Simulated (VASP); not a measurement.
Consider the following.

```
CELL_PARAMETERS angstrom
      3.07080     0.00000     0.00000
     -1.53540     2.65939     0.00000
      0.00000     0.00000     3.19838
ATOMIC_POSITIONS crystal
  Rh 0.00000 0.00000 0.00000
  B  0.33333 0.66667 0.50000
  B  0.66667 0.33333 0.53127
```

Method: r2SCAN meta-GGA, VASP's PBE PAW potentials (set 64) (plane waves; VASP). Run with 600 eV cut-off, 10×10×10 Γ-centred mesh, first-order Methfessel-Paxton smearing of 0.10 eV, potentials Rh_pv B.

Question: What does the run give for the energy per atom (σ→0), largest force, band gap (on the k-mesh) with the smallest direct gap where there is one?

Answer: 
```json
{
  "band gap (on the k-mesh)": "none (metal, semimetal or under 0.01 eV)",
  "energy per atom (σ→0)": "-1234.2 kJ/mol-atom",
  "largest_force": "0.519 eV/Å"
}
```

The structure was generated: B2Rh was put into the AlB2 type (P6/mmm), which need not be its known phase. This cell was strained or had an atom moved on purpose. The electron count is odd and the run is not spin-polarised, which forces a metal.
